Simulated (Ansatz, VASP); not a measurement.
## Si2W in two plane-wave programs

Aim: how closely do two programs agree when they are given the same cell, functional and k mesh? The cell is taken from a series of runs on this material, whose earlier steps may have relaxed, scaled, displaced or heated it; both programs get it as it stands.

Main program and level: Ansatz 0.2.0; plane waves, with VASP 6.6.1 beside it; zone-centre phonons at PBEsol.

**1. The structure**

It takes space group I4/mmm (No. 139, tetragonal). Conventional cell: a = 3.270 Å, b = 3.270 Å, c = 7.948 Å, α = 90.00°, β = 90.00°, γ = 90.00°. Si has 5 Si at 2.61 to 2.68 Å and 5 W at 2.66 to 2.67 Å nearest. W has 10 Si at 2.66 to 2.67 Å nearest. Farther neighbours are not listed.

As a file:

```cif
data_structure
_symmetry_space_group_name_H-M 'P 1'
_symmetry_Int_Tables_number 1
_cell_length_a 4.5978
_cell_length_b 4.5978
_cell_length_c 4.5978
_cell_angle_alpha 138.338
_cell_angle_beta 138.338
_cell_angle_gamma 60.385
_cell_volume 42.50
loop_
_atom_site_label
_atom_site_type_symbol
_atom_site_fract_x
_atom_site_fract_y
_atom_site_fract_z
_atom_site_occupancy
Si1 Si 0.33554 0.33554 0.00000 1
Si2 Si 0.66446 0.66446 0.00000 1
W3 W 0.00000 0.00000 0.00000 1
```

**2. VASP: zone-centre phonons, PBEsol**

Second derivatives magnify differences that forces hide, and they need a tight electronic threshold.

Lines of VASP's logs that name or quote its potential files are left out, and so is its time.

File INCAR:

```
SYSTEM = Si2W
PREC = Accurate
ENCUT = 600
EDIFF = 1E-08
NELM = 120
ISMEAR = 1
SIGMA = 0.2
LREAL = .FALSE.
ALGO = Normal
GGA = PS
NBANDS = 13
LASPH = .TRUE.
LORBIT = 11
LWAVE = .FALSE.
LCHARG = .FALSE.
ISIF = 2
IBRION = 8
GGA_COMPAT = .FALSE.
KPAR = 2
```

File POSCAR:

```
Si2W
1.0
   -1.6350399500      1.6350399500      3.9740895581
    1.6350399500     -1.6350399500      3.9740895581
    1.6350399500      1.6350399500     -3.9740895581
Si W
2 1
Direct
    0.3355374406      0.3355374406      0.0000000000
    0.6644625594      0.6644625594      0.0000000000
    0.0000000000      0.0000000000      0.0000000000
```

File KPOINTS:

```
Automatic mesh
0
Gamma
20 20 20
0 0 0
```

PAW data sets: Si and W (PBE family, release 64).

Command:

```console
mpirun -np 2 vasp_std
```

Numbers of over 12 decimals in the logs are rounded to 6 here.

What it wrote:

```text
[banner, memory and clock lines left out]
running    2 mpi-ranks, on    1 nodes
 distrk:  each k-point on    1 cores,    2 groups
 distr:  one band on    1 cores,    1 groups

 POSCAR found type information on POSCAR SiW
 POSCAR found :  2 types and       3 ions
|                                                                             |
|               ----> ADVICE to this user running VASP <----                  |
|                                                                             |
|     You enforced a specific xc type in the INCAR file but a different       |
|     [... a line on the potential file left out ...]
|     I HOPE YOU KNOW WHAT YOU ARE DOING!                                     |
|                                                                             |

 LDA part: xc-table for (Slater+PW92), standard interpolation
 POSCAR, INCAR and KPOINTS ok, starting setup
 FFT: planning ... GRIDC
 FFT: planning ... GRID_SOFT
 FFT: planning ... GRID
 WAVECAR not read
 entering main loop
       N       E                     dE             d eps       ncg     rms          rms(c)
DAV:   1     0.309662495500E+02    0.30966E+02   -0.65152E+03 16666   0.105E+03
DAV:   2    -0.247335738147E+02   -0.55700E+02   -0.50782E+02 20157   0.197E+02
DAV:   3    -0.275351039398E+02   -0.28015E+01   -0.26792E+01 23173   0.349E+01
DAV:   4    -0.275806540956E+02   -0.45550E-01   -0.45388E-01 20020   0.489E+00
DAV:   5    -0.275813703187E+02   -0.71622E-03   -0.71594E-03 23968   0.546E-01    0.240E+01
DAV:   6    -0.267745878579E+02    0.80678E+00   -0.25648E+00 25125   0.994E+00    0.938E+00
DAV:   7    -0.266561752538E+02    0.11841E+00   -0.27324E-01 19346   0.346E+00    0.541E+00
DAV:   8    -0.266251254555E+02    0.31050E-01   -0.52820E-02 21690   0.161E+00    0.491E-01
DAV:   9    -0.266248636746E+02    0.26178E-03   -0.26292E-03 20307   0.351E-01    0.275E-01
DAV:  10    -0.266248258113E+02    0.37863E-04   -0.41009E-04 21202   0.130E-01    0.433E-02
DAV:  11    -0.266248059967E+02    0.19815E-04   -0.73813E-05 21381   0.599E-02    0.217E-02
DAV:  12    -0.266248064174E+02   -0.42069E-06   -0.27379E-06 20354   0.127E-02    0.964E-03
DAV:  13    -0.266248060626E+02    0.35475E-06   -0.18607E-07 21422   0.320E-03    0.172E-03
DAV:  14    -0.266248060275E+02    0.35153E-07   -0.70106E-09 13827   0.579E-04    0.304E-04
DAV:  15    -0.266248060327E+02   -0.52578E-08   -0.88907E-10 10743   0.258E-04
   1 F= -.26624806E+02 E0= -.26625375E+02  d E =0.170766E-02
 Linear response reoptimize wavefunctions to high precision
DAV:   1    -0.266248060347E+02   -0.19379E-08   -0.19926E-10 12677   0.105E-04
DAV:   2    -0.266248060347E+02   -0.40927E-11   -0.31358E-11  9968   0.535E-05
 Linear response DOF=           4
 Linear response progress:
  Degree of freedom:   1/  4
       N       E                     dE             d eps       ncg     rms          rms(c)
RMM:   1    -0.177869237208E-01   -0.17787E-01    0.14287E-02136454   0.870E-01
RMM:   2    -0.164266105310E-01    0.13603E-02   -0.68977E-04 88490   0.209E-01    0.854E-02
RMM:   3    -0.164910842371E-01   -0.64474E-04   -0.12712E-04 89565   0.564E-02    0.469E-02
RMM:   4    -0.166263376470E-01   -0.13525E-03   -0.79195E-05 88819   0.421E-02    0.109E-02
RMM:   5    -0.166070804427E-01    0.19257E-04   -0.15701E-06 93017   0.867E-03    0.106E-03
RMM:   6    -0.166119529190E-01   -0.48725E-05   -0.19264E-07 93715   0.159E-03    0.628E-04
RMM:   7    -0.166113812775E-01    0.57164E-06    0.59085E-09 95436   0.383E-04    0.606E-05
RMM:   8    -0.166118082830E-01   -0.42701E-06   -0.83873E-09 96332   0.123E-04    0.185E-05
RMM:   9    -0.166117735451E-01    0.34738E-07   -0.48046E-10 99378   0.322E-05    0.308E-06
RMM:  10    -0.166117832656E-01   -0.97205E-08   -0.29659E-09 99198   0.128E-05    0.113E-06
 first order change of Fermi-energy   0.20095E-04
 force on displaced ion       1 direction 1 :  -6.924   0.000   0.000
 Linear response progress:
  Degree of freedom:   2/  4
       N       E                     dE             d eps       ncg     rms          rms(c)
RMM:   1    -0.244581116184E-01   -0.24458E-01    0.37556E-02 42096   0.106E+00
RMM:   2    -0.219150317916E-01    0.25431E-02   -0.11331E-03 26751   0.270E-01    0.132E-01
RMM:   3    -0.219155871693E-01   -0.55538E-06   -0.37154E-04 26960   0.919E-02    0.872E-02
RMM:   4    -0.219846858030E-01   -0.69099E-04   -0.53856E-05 27981   0.349E-02    0.355E-02
RMM:   5    -0.220157923343E-01   -0.31107E-04   -0.40372E-06 27947   0.982E-03    0.123E-02
RMM:   6    -0.220166042648E-01   -0.81193E-06   -0.34946E-07 28156   0.338E-03    0.179E-03
RMM:   7    -0.220147510934E-01    0.18532E-05   -0.88455E-08 28957   0.118E-03    0.560E-04
RMM:   8    -0.220145497578E-01    0.20134E-06   -0.55326E-09 29470   0.248E-04    0.133E-04
RMM:   9    -0.220148923398E-01   -0.34258E-06   -0.20288E-09 29323   0.870E-05    0.151E-05
RMM:  10    -0.220148629704E-01    0.29369E-07   -0.54971E-10 30544   0.195E-05    0.518E-06
RMM:  11    -0.220148589212E-01    0.40492E-08   -0.13064E-09 28353   0.976E-06    0.128E-06
 first order change of Fermi-energy  -0.43333E+00
 force on displaced ion       1 direction 3 :  -0.000  -0.000 -11.911
 Linear response progress:
  Degree of freedom:   3/  4
       N       E                     dE             d eps       ncg     rms          rms(c)
RMM:   1    -0.119887185577E+00   -0.11989E+00   -0.10158E-01 58292   0.177E+00
RMM:   2    -0.118980384510E+00    0.90680E-03   -0.13114E-03 47223   0.254E-01    0.152E-01
RMM:   3    -0.118604538304E+00    0.37585E-03   -0.20328E-04 48577   0.792E-02    0.863E-02
RMM:   4    -0.118685394602E+00   -0.80856E-04   -0.25728E-04 47719   0.923E-02    0.117E-02
RMM:   5    -0.118676209615E+00    0.91850E-05   -0.68407E-06 51897   0.168E-02    0.329E-03
RMM:   6    -0.118682038778E+00   -0.58292E-05   -0.15145E-07 50827   0.220E-03    0.798E-04
RMM:   7    -0.118681941996E+00    0.96782E-07   -0.16185E-08 52832   0.597E-04    0.136E-04
RMM:   8    -0.118681801041E+00    0.14095E-06   -0.80080E-09 52961   0.120E-04    0.556E-05
RMM:   9    -0.118681524527E+00    0.27651E-06   -0.75224E-09 54500   0.528E-05    0.637E-06
RMM:  10    -0.118681482586E+00    0.41941E-07   -0.77931E-09 54920   0.232E-05    0.249E-06
RMM:  11    -0.118681494873E+00   -0.12288E-07   -0.83301E-09 50111   0.154E-05    0.441E-07
RMM:  12    -0.118681498849E+00   -0.39758E-08   -0.88270E-09 44892   0.134E-05    0.125E-07
 first order change of Fermi-energy  -0.94992E-03
 force on displaced ion       3 direction 1 :  -8.486   0.000  -0.000
 Linear response progress:
  Degree of freedom:   4/  4
       N       E                     dE             d eps       ncg     rms          rms(c)
RMM:   1    -0.136064016696E+00   -0.13606E+00   -0.12374E-01 32201   0.184E+00
RMM:   2    -0.131867558151E+00    0.41965E-02   -0.21422E-03 25808   0.310E-01    0.175E-01
RMM:   3    -0.131259059342E+00    0.60850E-03   -0.62834E-04 26796   0.120E-01    0.942E-02
RMM:   4    -0.131274823832E+00   -0.15764E-04   -0.28315E-04 26617   0.923E-02    0.254E-02
RMM:   5    -0.131322481129E+00   -0.47657E-04   -0.36944E-05 26942   0.354E-02    0.650E-03
RMM:   6    -0.131328989721E+00   -0.65086E-05   -0.63292E-07 29115   0.474E-03    0.144E-03
RMM:   7    -0.131323607497E+00    0.53822E-05   -0.88780E-08 27850   0.139E-03    0.226E-04
RMM:   8    -0.131323876254E+00   -0.26876E-06   -0.42363E-09 29343   0.262E-04    0.109E-04
RMM:   9    -0.131323995785E+00   -0.11953E-06   -0.29358E-09 29732   0.798E-05    0.473E-05
RMM:  10    -0.131323897144E+00    0.98641E-07   -0.36825E-09 29974   0.328E-05    0.465E-06
RMM:  11    -0.131323907883E+00   -0.10739E-07   -0.74066E-09 30625   0.149E-05    0.163E-06
RMM:  12    -0.131323908462E+00   -0.57861E-09   -0.53599E-09 23722   0.115E-05    0.237E-07
 first order change of Fermi-energy   0.57519E-03
 force on displaced ion       3 direction 3 :  -0.000  -0.000 -11.551
 Linear response finished
```

From OUTCAR (step 2):

```text
ion  position               nearest neighbor table
   1  0.336  0.336  0.000-   2 2.61   3 2.66   3 2.66   3 2.66   3 2.66   3 2.67   2 2.68   2 2.68
                             2 2.68   2 2.68
   2  0.664  0.664  0.000-   1 2.61   3 2.66   3 2.66   3 2.66   3 2.66   3 2.67   1 2.68   1 2.68
                             1 2.68   1 2.68
   3  0.000  0.000  0.000-   2 2.66   2 2.66   2 2.66   1 2.66   2 2.66   1 2.66   1 2.66   1 2.66
                             1 2.67   2 2.67

  LATTYP: Found a body centered tetragonal cell.
 ALAT       =     3.2700799000
 C/A-ratio  =     2.4305764260

 Subroutine GETGRP returns: Found 16 space group operations
 (whereof 16 operations were pure point group operations)

The static configuration has the point symmetry D_4h.

 Found    641 irreducible k-points:

   k-points           NKPTS =    641   k-points in BZ     NKDIM =    641   number of bands    NBANDS=     13

   dimension x,y,z NGX =    40 NGY =   40 NGZ =   40
   dimension x,y,z NGXF=    80 NGYF=   80 NGZF=   80

   ENCUT  =  600.0 eV  44.10 Ry    6.64 a.u.   9.18  9.18  9.18*2*pi/ulx,y,z

   NELECT =      14.0000    total number of electrons

 k-points in reciprocal lattice and weights: Automatic mesh
   0.00000000  0.00000000  0.00000000       0.000
   0.05000000  0.00000000 -0.00000000       0.001
   0.10000000 -0.00000000  0.00000000       0.001
   0.15000000 -0.00000000  0.00000000       0.001
   0.20000000 -0.00000000  0.00000000       0.001
   0.25000000  0.00000000  0.00000000       0.001
   0.30000000 -0.00000000  0.00000000       0.001
   0.35000000 -0.00000000  0.00000000       0.001
   0.40000000 -0.00000000  0.00000000       0.001
[...]
-0.45000000 -0.45000000  0.45000000       0.000
   0.50000000  0.50000000  0.50000000       0.000

 average (electrostatic) potential at core
       1 -79.7752       2 -79.7752       3 -35.4532

  Total       -3.2831713     -3.2831713     -3.2851097      0.0000000      0.0000000      0.0000000
  in kB     -123.7797923   -123.7797923   -123.8528705      0.0000000      0.0000000      0.0000000
  external PRESSURE =    -123.8041517 kB  Pullay stress =       0.0000000 kB

  energy-cutoff  :      600.00
  volume of cell :       42.50
      direct lattice vectors                 reciprocal lattice vectors
    -1.635039950  1.635039950  3.974089558     0.000000000  0.305802925  0.125814980
     1.635039950 -1.635039950  3.974089558     0.305802925  0.000000000  0.125814980
     1.635039950  1.635039950 -3.974089558     0.305802925  0.305802925  0.000000000

 POSITION                                       TOTAL-FORCE (eV/Angst)
 -----------------------------------------------------------------------------------
      0.00000      0.00000      2.66691        -0.000000     -0.000000      0.009711
      0.00000      0.00000      5.28127        -0.000000     -0.000000     -0.009711
      0.00000      0.00000      0.00000         0.000000      0.000000      0.000000
 -----------------------------------------------------------------------------------
    total drift:                                0.000000      0.000000      0.000000

 Eigenvectors and eigenvalues of the dynamical matrix
 ----------------------------------------------------

   1 f  =   12.531887 THz    78.740168 2PiTHz  418.018754 cm-1    51.827697 meV
             X         Y         Z           dx          dy          dz
      0.000000  0.000000  2.666912    -0.000000    0.000000    0.707107
      0.000000  0.000000  5.281267     0.000000   -0.000000   -0.707107
      0.000000  0.000000  0.000000    -0.000000    0.000000    0.000000

   2 f  =    9.142812 THz    57.445982 2PiTHz  304.971380 cm-1    37.811615 meV
             X         Y         Z           dx          dy          dz
      0.000000  0.000000  2.666912    -0.000000   -0.707107    0.000000
      0.000000  0.000000  5.281267    -0.000000    0.707107   -0.000000
      0.000000  0.000000  0.000000    -0.000000   -0.000000    0.000000

   3 f  =    9.142812 THz    57.445982 2PiTHz  304.971380 cm-1    37.811615 meV
             X         Y         Z           dx          dy          dz
      0.000000  0.000000  2.666912     0.707107   -0.000000   -0.000000
      0.000000  0.000000  5.281267    -0.707107    0.000000    0.000000
      0.000000  0.000000  0.000000     0.000000    0.000000    0.000000

   4 f  =    8.099964 THz    50.893577 2PiTHz  270.185727 cm-1    33.498746 meV
             X         Y         Z           dx          dy          dz
      0.000000  0.000000  2.666912     0.000000    0.000000    0.618852
      0.000000  0.000000  5.281267     0.000000    0.000000    0.618852
      0.000000  0.000000  0.000000    -0.000000   -0.000000   -0.483782

   5 f  =    6.941853 THz    43.616948 2PiTHz  231.555288 cm-1    28.709184 meV
             X         Y         Z           dx          dy          dz
      0.000000  0.000000  2.666912    -0.618829    0.000000   -0.000000
      0.000000  0.000000  5.281267    -0.618829   -0.000000    0.000000
      0.000000  0.000000  0.000000     0.483841   -0.000000    0.000000

   6 f  =    6.941853 THz    43.616948 2PiTHz  231.555288 cm-1    28.709184 meV
             X         Y         Z           dx          dy          dz
      0.000000  0.000000  2.666912     0.000000    0.618829   -0.000000
      0.000000  0.000000  5.281267     0.000000    0.618829   -0.000000
      0.000000  0.000000  0.000000     0.000000   -0.483841    0.000000

   7 f/i=    0.000215 THz     0.001353 2PiTHz    0.007183 cm-1     0.000891 meV
             X         Y         Z           dx          dy          dz
      0.000000  0.000000  2.666912     0.000000   -0.000000    0.342085
      0.000000  0.000000  5.281267     0.000000   -0.000000    0.342085
      0.000000  0.000000  0.000000     0.000000   -0.000000    0.875189

   8 f/i=    0.000652 THz     0.004094 2PiTHz    0.021734 cm-1     0.002695 meV
             X         Y         Z           dx          dy          dz
      0.000000  0.000000  2.666912     0.337940   -0.053359   -0.000000
      0.000000  0.000000  5.281267     0.337940   -0.053359   -0.000000
      0.000000  0.000000  0.000000     0.864447   -0.136490   -0.000000

   9 f/i=    0.000652 THz     0.004094 2PiTHz    0.021734 cm-1     0.002695 meV
             X         Y         Z           dx          dy          dz
      0.000000  0.000000  2.666912     0.053359    0.337940    0.000000
      0.000000  0.000000  5.281267     0.053359    0.337940    0.000000
      0.000000  0.000000  0.000000     0.136490    0.864447    0.000000

 ELASTIC MODULI CONTR FROM IONIC RELAXATION (kBar)
 Direction    XX          YY          ZZ          XY          YZ          ZX
 --------------------------------------------------------------------------------
 XX         -14.5273    -14.5273    -37.0837      0.0000     -0.0000     -0.0000
 YY         -14.5273    -14.5273    -37.0837      0.0000     -0.0000     -0.0000
 ZZ         -37.0837    -37.0837    -94.6630      0.0000     -0.0000     -0.0000
 XY           0.0000      0.0000      0.0000      0.0000      0.0000      0.0000
 YZ          -0.0000     -0.0000     -0.0000      0.0000    -14.9881      0.0000
 ZX          -0.0000     -0.0000     -0.0000      0.0000      0.0000     -2.7837
 --------------------------------------------------------------------------------
```

[end of part 1 of 2]

[Lines on the potential files, build, host, timing and source positions are cut from VASP's logs without a mark.]

[Logs are printed without paths, hosts, clocks, repeated set-up lines and the standing remarks that a program may print on its own settings, such as how far it seeks lower states.]

[Hosts, paths, dates, database ids (printed as entryN), source tags and the programs' standing remarks are cut or masked in the printed files.]
